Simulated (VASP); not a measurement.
Output of a VASP run:

OUTCAR:
```
 ion  position               nearest neighbor table
   1  0.000  0.000  0.000-
  LATTYP: Found a body centered cubic cell.
 ALAT       =     3.0009120000
 Subroutine PRICEL returns:
 Original cell was already a primitive cell.
 Subroutine GETGRP returns: Found 48 space group operations
The static configuration has the point symmetry O_h .
The dynamic configuration has the point symmetry O_h .
 Subroutine INISYM returns: Found 48 space group operations
 Subroutine IBZKPT returns following result:
 Found    256 irreducible k-points:

 Following reciprocal coordinates:
            Coordinates               Weight
  0.000000  0.000000  0.000000      1.000000
  0.050000  0.000000  0.000000     12.000000
  0.100000  0.000000  0.000000     12.000000
  0.150000  0.000000  0.000000     12.000000
  0.200000  0.000000  0.000000     12.000000
  0.250000  0.000000  0.000000     12.000000
  0.300000  0.000000  0.000000     12.000000
  0.350000  0.000000  0.000000     12.000000
  0.400000  0.000000  0.000000     12.000000
  0.450000  0.000000  0.000000     12.000000
  0.500000  0.000000  0.000000      6.000000
  0.050000  0.050000  0.000000     24.000000
  0.100000  0.050000  0.000000     48.000000
  0.150000  0.050000  0.000000     48.000000
  0.200000  0.050000 -0.000000     48.000000
  0.250000  0.050000  0.000000     48.000000
  0.300000  0.050000  0.000000     48.000000
  0.350000  0.050000  0.000000     48.000000
  0.400000  0.050000 -0.000000     48.000000
  0.450000  0.050000 -0.000000     48.000000
  0.100000  0.100000  0.000000     24.000000
  0.150000  0.100000 -0.000000     48.000000
  0.200000  0.100000 -0.000000     48.000000
  0.250000  0.100000 -0.000000     48.000000
  0.300000  0.100000 -0.000000     48.000000
  0.350000  0.100000  0.000000     48.000000
  0.400000  0.100000 -0.000000     48.000000
  0.450000  0.100000  0.000000     24.000000
  0.150000  0.150000  0.000000     24.000000
  0.200000  0.150000 -0.000000     48.000000
  0.250000  0.150000 -0.000000     48.000000
  0.300000  0.150000 -0.000000     48.000000
  0.350000  0.150000  0.000000     48.000000
  0.400000  0.150000  0.000000     48.000000
  0.200000  0.200000  0.000000     24.000000
  0.250000  0.200000  0.000000     48.000000
  0.300000  0.200000 -0.000000     48.000000
  0.350000  0.200000  0.000000     48.000000
  0.400000  0.200000  0.000000     24.000000
  0.250000  0.250000  0.000000     24.000000
   k-points           NKPTS =    256   k-points in BZ     NKDIM =    256   number of bands    NBANDS=     10
   number of dos      NEDOS =    301   number of ions     NIONS =      1
   total plane-waves  NPLWV =   4096
   dimension x,y,z NGX =    16 NGY =   16 NGZ =   16
   dimension x,y,z NGXF=    32 NGYF=   32 NGZF=   32
   ions per type =               1
   PREC   = accura    normal or accurate (medium, high low for compatibility)
   ISTART =      0    job   : 0-new  1-cont  2-samecut
   ICHARG =      2    charge: 1-file 2-atom 10-const
   ISPIN  =      1    spin polarized calculation?
   LNONCOLLINEAR =      F non collinear calculations
   LSORBIT =      F    spin-orbit coupling
   INIWAV =      1    electr: 0-lowe 1-rand  2-diag
   ENCUT  =  300.0 eV  22.05 Ry    4.70 a.u.   3.67  3.67  3.67*2*pi/ulx,y,z
   NELM   =    100;   NELMIN=  2; NELMDL= -5     # of ELM steps
   EDIFF  = 0.1E-05   stopping-criterion for ELM
   LREAL  =      F    real-space projection
   NLSPLINE    = F    spline interpolate recip. space projectors
   LMAXMIX     =    4 max onsite mixed and CHGCAR
   VOSKOWN=      0    Vosko Wilk Nusair interpolation
   EDIFFG = 0.1E-04   stopping-criterion for IOM
   NSW    =      0    number of steps for IOM
   NBLOCK =      1;   KBLOCK =      1    inner block; outer block
   IBRION =     -1    ionic relax: 0-MD 1-quasi-New 2-CG
   NFREE  =      0    steps in history (QN), initial steepest desc. (CG)
...
```

OSZICAR:
```
       N       E                     dE             d eps       ncg     rms          rms(c)
DAV:   1     0.519682553395E+02    0.51968E+02   -0.55511E+03  5214   0.978E+02
DAV:   2    -0.955809623706E+01   -0.61526E+02   -0.60043E+02  5282   0.284E+02
DAV:   3    -0.104048135596E+02   -0.84672E+00   -0.83425E+00  5326   0.383E+01
DAV:   4    -0.104082820478E+02   -0.34685E-02   -0.34674E-02  5218   0.254E+00
DAV:   5    -0.104083076914E+02   -0.25644E-04   -0.25643E-04  5308   0.220E-01    0.179E+01
DAV:   6    -0.905367632655E+01    0.13546E+01   -0.55240E+00  5146   0.346E+01    0.172E+00
DAV:   7    -0.903346724243E+01    0.20209E-01   -0.13483E-02  5148   0.143E+00    0.966E-01
DAV:   8    -0.902545757432E+01    0.80097E-02   -0.60656E-03  5152   0.128E+00    0.514E-02
DAV:   9    -0.902546781883E+01   -0.10245E-04   -0.37204E-05  5174   0.894E-02    0.271E-02
DAV:  10    -0.902548165897E+01   -0.13840E-04   -0.40608E-06  5020   0.219E-02    0.115E-03
DAV:  11    -0.902547986788E+01    0.17911E-05   -0.45993E-08  2568   0.325E-03    0.100E-03
DAV:  12    -0.902547919310E+01    0.67478E-06   -0.12793E-08  2566   0.165E-03
   1 F= -.90254792E+01 E0= -.89971676E+01  d E =-.566233E-01
```

### OUTCAR
```
------------------------ aborting loop because EDIFF is reached ----------------------------------------
  FORCE on cell =-STRESS in cart. coord.  units (eV):
  Direction    XX          YY          ZZ          XY          YZ          ZX
  --------------------------------------------------------------------------------------
  Total       -0.0581573     -0.0581573     -0.0581573      0.0000000      0.0000000     -0.0000000
  in kB       -6.8958079     -6.8958079     -6.8958079      0.0000000      0.0000000     -0.0000000
  external PRESSURE =      -6.8958079 kB  Pullay stress =       0.0000000 kB
  volume of cell :       13.51
      direct lattice vectors                 reciprocal lattice vectors
    -1.500456000  1.500456000  1.500456000     0.000000000  0.333232031  0.333232031
     1.500456000 -1.500456000  1.500456000     0.333232031  0.000000000  0.333232031
     1.500456000  1.500456000 -1.500456000     0.333232031  0.333232031  0.000000000
 POSITION                                       TOTAL-FORCE (eV/Angst)
 -----------------------------------------------------------------------------------
      0.00000      0.00000      0.00000         0.000000      0.000000      0.000000
 -----------------------------------------------------------------------------------
    total drift:                                0.000000     -0.000000      0.000000
  FREE ENERGIE OF THE ION-ELECTRON SYSTEM (eV)
  ---------------------------------------------------
  free  energy   TOTEN  =        -9.0254791931 eV

  energy  without entropy=       -8.9688559173  energy(sigma->0) =       -8.99716756
```
(Selected blocks of OUTCAR.)

### POSCAR
```
V
1
   -1.5004560000     1.5004560000     1.5004560000
    1.5004560000    -1.5004560000     1.5004560000
    1.5004560000     1.5004560000    -1.5004560000
V
1
Direct
  0.0000000000   0.0000000000   0.0000000000
```

Q: Reconstruct the remaining input files.

A: One answer among several that fit: the input of the run itself, PBE GGA, plane waves, VASP's PBE PAW potentials (set 64).

**KPOINTS**
```
Automatic mesh
0
Gamma
20 20 20
0 0 0
```

### INCAR
```
ALGO = Normal
EDIFF = 1E-6
ENCUT = 300
GGA = PE
ISIF = 2
ISMEAR = -1
LASPH = T
LCHARG = F
LMAXMIX = 4
LREAL = F
LWAVE = F
NELM = 100
PREC = Accurate
SIGMA = 0.1
SYSTEM = V
```

POTCAR, in this order: V_sv (PBE.64 set). Program: vasp_std.

At this cut-off the stress carries a Pulay error, which pulls relaxed volumes low.

The structure is a typed V crystal. The cell was not relaxed at this level. The run is not spin-polarised, so no magnetic state was tried.
